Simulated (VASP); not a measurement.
Output of a VASP run:

File OSZICAR:
```
...
DAV:   1    -0.424735400843E+03   -0.34038E-04   -0.22984E-02   848   0.389E-01    0.295E-02
RMM:   2    -0.424735439170E+03   -0.38328E-04   -0.44461E-04   720   0.462E-02    0.137E-02
RMM:   3    -0.424735444141E+03   -0.49711E-05   -0.76047E-05   617   0.179E-02    0.101E-02
RMM:   4    -0.424735442834E+03    0.13068E-05   -0.11241E-05   436   0.767E-03
  13 F= -.42473544E+03 E0= -.42473544E+03  d E =-.825020E-02  mag=     2.0000
       N       E                     dE             d eps       ncg     rms          rms(c)
DAV:   1    -0.424737134882E+03   -0.16907E-02   -0.18996E+00   720   0.355E+00    0.251E-01
RMM:   2    -0.424739779539E+03   -0.26447E-02   -0.32824E-02   720   0.397E-01    0.102E-01
RMM:   3    -0.424740124301E+03   -0.34476E-03   -0.56220E-03   789   0.152E-01    0.776E-02
RMM:   4    -0.424740006936E+03    0.11737E-03   -0.73040E-04   726   0.619E-02    0.340E-02
RMM:   5    -0.424740010125E+03   -0.31894E-05   -0.22442E-04   742   0.328E-02    0.153E-02
RMM:   6    -0.424740013048E+03   -0.29226E-05   -0.53804E-05   563   0.142E-02
  14 F= -.42474001E+03 E0= -.42474001E+03  d E =-.457021E-02  mag=     2.0000
       N       E                     dE             d eps       ncg     rms          rms(c)
DAV:   1    -0.424740030784E+03   -0.20659E-04   -0.40710E-02   864   0.520E-01    0.374E-02
RMM:   2    -0.424740091834E+03   -0.61050E-04   -0.73369E-04   720   0.595E-02    0.161E-02
RMM:   3    -0.424740100157E+03   -0.83228E-05   -0.12855E-04   675   0.231E-02    0.122E-02
RMM:   4    -0.424740097960E+03    0.21969E-05   -0.17962E-05   442   0.969E-03
  15 F= -.42474010E+03 E0= -.42474010E+03  d E =-.465513E-02  mag=     2.0000
       N       E                     dE             d eps       ncg     rms          rms(c)
DAV:   1    -0.424740370384E+03   -0.27023E-03   -0.13024E+00   728   0.293E+00    0.208E-01
RMM:   2    -0.424742299292E+03   -0.19289E-02   -0.22686E-02   720   0.326E-01    0.845E-02
RMM:   3    -0.424742556094E+03   -0.25680E-03   -0.39214E-03   793   0.125E-01    0.630E-02
RMM:   4    -0.424742480568E+03    0.75526E-04   -0.45976E-04   729   0.500E-02    0.265E-02
RMM:   5    -0.424742482045E+03   -0.14771E-05   -0.13846E-04   737   0.262E-02    0.117E-02
RMM:   6    -0.424742484119E+03   -0.20748E-05   -0.28497E-05   482   0.111E-02
  16 F= -.42474248E+03 E0= -.42474248E+03  d E =-.238616E-02  mag=     2.0000
       N       E                     dE             d eps       ncg     rms          rms(c)
DAV:   1    -0.424742485637E+03   -0.35919E-05   -0.12603E-03   816   0.915E-02    0.760E-03
RMM:   2    -0.424742488203E+03   -0.25666E-05   -0.28144E-05   494   0.117E-02    0.388E-03
RMM:   3    -0.424742488532E+03   -0.32916E-06   -0.45352E-06   428   0.490E-03    0.266E-03
RMM:   4    -0.424742488588E+03   -0.56194E-07   -0.10340E-06   319   0.233E-03
  17 F= -.42474249E+03 E0= -.42474249E+03  d E =-.239063E-02  mag=     2.0000
       N       E                     dE             d eps       ncg     rms          rms(c)
DAV:   1    -0.424742969494E+03   -0.48096E-03   -0.48615E-01   728   0.178E+00    0.125E-01
RMM:   2    -0.424743667708E+03   -0.69821E-03   -0.85113E-03   720   0.203E-01    0.554E-02
RMM:   3    -0.424743765621E+03   -0.97913E-04   -0.15227E-03   800   0.769E-02    0.412E-02
RMM:   4    -0.424743730559E+03    0.35063E-04   -0.19412E-04   724   0.320E-02    0.145E-02
RMM:   5    -0.424743731215E+03   -0.65606E-06   -0.50862E-05   581   0.156E-02
  18 F= -.42474373E+03 E0= -.42474373E+03  d E =-.124263E-02  mag=     2.0000
```

OUTCAR:
```
------------------------ aborting loop because EDIFF is reached ----------------------------------------
  FORCE on cell =-STRESS in cart. coord.  units (eV):
  Direction    XX          YY          ZZ          XY          YZ          ZX
  --------------------------------------------------------------------------------------
  Total       -7.7403334    -10.9770324    -15.5680106     -2.9861175     -2.7359823      4.9411316
  in kB      -14.3090471    -20.2925202    -28.7795607     -5.5202397     -5.0578312      9.1343462
  external PRESSURE =     -21.1270427 kB  Pullay stress =       0.0000000 kB
  volume of cell :      866.68
      direct lattice vectors                 reciprocal lattice vectors
     4.868317893 -8.432173817  0.000000000     0.102704879 -0.059296690  0.000000000
     4.868317893  8.432173817  0.000000000     0.102704879  0.059296690  0.000000000
     0.000000000  0.000000000 10.556283981     0.000000000  0.000000000  0.094730305
  FREE ENERGIE OF THE ION-ELECTRON SYSTEM (eV)
  ---------------------------------------------------
  free  energy   TOTEN  =      -424.7437312147 eV

  energy  without entropy=     -424.7437312147  energy(sigma->0) =     -424.74373121

 total charge

# of ion       s       p       d       tot
------------------------------------------
    1        0.994   1.348   0.360   2.703
    2        0.995   1.345   0.360   2.700
    3        0.993   1.328   0.351   2.672
    4        1.015   1.170   0.267   2.452
    5        1.029   1.192   0.263   2.484
    6        0.994   1.343   0.359   2.697
    7        0.992   1.299   0.341   2.633
    8        1.015   1.171   0.269   2.455
    9        0.994   1.348   0.360   2.702
   10        0.993   1.340   0.356   2.689
   11        0.993   1.328   0.351   2.672
   12        0.998   1.310   0.339   2.648
   13        0.993   1.338   0.356   2.687
   14        0.992   1.328   0.351   2.670
   15        0.994   1.340   0.355   2.689
   16        0.988   1.293   0.338   2.619
   17        0.990   1.307   0.343   2.639
   18        0.992   1.326   0.350   2.669
   19        0.995   1.331   0.351   2.677
   20        0.989   1.306   0.342   2.638
   21        0.992   1.327   0.350   2.670
   22        0.995   1.331   0.352   2.678
   23        0.988   1.294   0.338   2.619
   24        0.994   1.343   0.358   2.694
   25        0.993   1.340   0.356   2.690
   26        0.995   1.335   0.353   2.682
   27        0.994   1.344   0.358   2.696
   28        0.994   1.342   0.357   2.693
   29        0.992   1.329   0.351   2.672
   30        0.995   1.334   0.353   2.681
   31        0.999   1.316   0.343   2.659
   32        0.994   1.340   0.356   2.690
   33        0.992   1.329   0.351   2.672
   34        0.994   1.340   0.356   2.690
   35        0.999   1.317   0.344   2.660
   36        1.247   2.417   0.000   3.664
   37        1.245   2.437   0.000   3.682
   38        1.240   2.441   0.000   3.681
   39        1.243   2.428   0.000   3.670
   40        1.244   2.438   0.000   3.682
   41        1.240   2.439   0.000   3.679
   42        1.243   2.429   0.000   3.671
   43        1.247   2.417   0.000   3.664
   44        1.239   2.445   0.000   3.685
   45        1.240   2.442   0.000   3.681
   46        1.240   2.442   0.000   3.682
   47        1.242   2.430   0.000   3.672
   48        1.240   2.441   0.000   3.681
...
```
(Selected blocks of OUTCAR.)

POSCAR:
```
Ga35N35Si
1
    4.8683178927    -8.4321738171     0.0000000000
    4.8683178927     8.4321738171     0.0000000000
    0.0000000000     0.0000000000    10.5562839806
Ga N Si
35 35 1
Direct
  0.2222220000   0.1111110000   0.2500000000
  0.1111110000   0.2222220000   0.0000000000
  0.2222220000   0.1111110000   0.7500000000
  0.1054710000   0.2218020000   0.4987880000
  0.2254920000   0.4447890000   0.2519380000
  0.1111110000   0.5555560000   0.0000000000
  0.2222220000   0.4444440000   0.7500000000
  0.1071840000   0.5575580000   0.4995390000
  0.2222220000   0.7777780000   0.2500000000
  0.1111110000   0.8888890000   0.0000000000
  0.2222220000   0.7777780000   0.7500000000
  0.1111110000   0.8888890000   0.5000000000
  0.5555560000   0.1111110000   0.2500000000
  0.4444440000   0.2222220000   0.0000000000
  0.5555560000   0.1111110000   0.7500000000
  0.4444440000   0.2222220000   0.5000000000
  0.5555560000   0.4444440000   0.2500000000
  0.4444440000   0.5555560000   0.0000000000
  0.5555560000   0.4444440000   0.7500000000
  0.5555560000   0.7777780000   0.2500000000
  0.4444440000   0.8888890000   0.0000000000
  0.5555560000   0.7777780000   0.7500000000
  0.4444440000   0.8888890000   0.5000000000
  0.8888890000   0.1111110000   0.2500000000
  0.7777780000   0.2222220000   0.0000000000
  0.8888890000   0.1111110000   0.7500000000
  0.7777780000   0.2222220000   0.5000000000
  0.8888890000   0.4444440000   0.2500000000
  0.7777780000   0.5555560000   0.0000000000
  0.8888890000   0.4444440000   0.7500000000
  0.7777780000   0.5555560000   0.5000000000
  0.8888890000   0.7777780000   0.2500000000
  0.7777780000   0.8888890000   0.0000000000
  0.8888890000   0.7777780000   0.7500000000
  0.7777780000   0.8888890000   0.5000000000
  0.2234560000   0.1101520000   0.4388780000
  0.1063490000   0.2211590000   0.1869800000
  0.2222220000   0.1111110000   0.9385000000
  0.1082430000   0.2169420000   0.6882580000
  0.1176740000   0.5570920000   0.1908750000
  0.2222220000   0.4444440000   0.9385000000
  0.1123260000   0.5513610000   0.6867270000
  0.2214350000   0.7725550000   0.4356930000
  0.1111110000   0.8888890000   0.1885000000
  0.2222220000   0.7777780000   0.9385000000
  0.1111110000   0.8888890000   0.6885000000
  0.5555560000   0.1111110000   0.4385000000
  0.4444440000   0.2222220000   0.1885000000
  0.5555560000   0.1111110000   0.9385000000
  0.4444440000   0.2222220000   0.6885000000
  0.5620390000   0.4477540000   0.4374670000
  0.4381320000   0.5531470000   0.1864720000
  0.5555560000   0.4444440000   0.9385000000
  0.4460470000   0.5589760000   0.6862610000
  0.5564260000   0.7750830000   0.4370250000
  0.4444440000   0.8888890000   0.1885000000
  0.5555560000   0.7777780000   0.9385000000
  0.4444440000   0.8888890000   0.6885000000
  0.8888890000   0.1111110000   0.4385000000
  0.7777780000   0.2222220000   0.1885000000
  0.8888890000   0.1111110000   0.9385000000
  0.7777780000   0.2222220000   0.6885000000
  0.8888890000   0.4444440000   0.4385000000
  0.7777780000   0.5555560000   0.1885000000
  0.8888890000   0.4444440000   0.9385000000
  0.7777780000   0.5555560000   0.6885000000
  0.8888890000   0.7777780000   0.4385000000
  0.7777780000   0.8888890000   0.1885000000
  0.8888890000   0.7777780000   0.9385000000
  0.7777780000   0.8888890000   0.6885000000
  0.4377930000   0.5519060000   0.5034090000
```

**Question.** Reconstruct the remaining input files.

**Answer.** One answer among several that fit: the input of the run itself, PBE GGA, plane waves, VASP's PBE PAW potentials (set 64).

File KPOINTS:
```
Automatic
0
G
 1 1 1
0 0 0
```

**INCAR**
```
NUPDOWN=2
NSW=70   # most ionic steps
PREC=Normal
ISMEAR=0   # Gaussian
IBRION=2
NELM=100
GGA=PE
LMAXMIX=4
LORBIT=10
MAGMOM=71*0.0282
NELMIN=4
SYSTEM=Ga35N35Si
EDIFFG=-0.03   # ionic stop
ISYM=0
LWAVE=.TRUE.
EDIFF=1E-5
ISIF=2   # forces and stress, cell fixed
LASPH=.TRUE.   # aspherical one-centre terms
LCHARG=.FALSE.
ALGO=Fast
ISPIN=2
SIGMA=0.05   # width (eV)
LREAL=Auto   # projection in real space or not
ENCUT=400
```

POTCAR, in this order: Ga N Si (PBE.64 set). Program: vasp_gam.

At this cut-off the stress carries a Pulay error, which pulls relaxed volumes low. The supercell is sampled at Γ alone, which is coarse: total energies, pressure and levels can be off, energies of defects by several tenths of an eV.

The cell is a supercell with a defect, built from GaN (wurtzite): Si_Ga-vac_N.
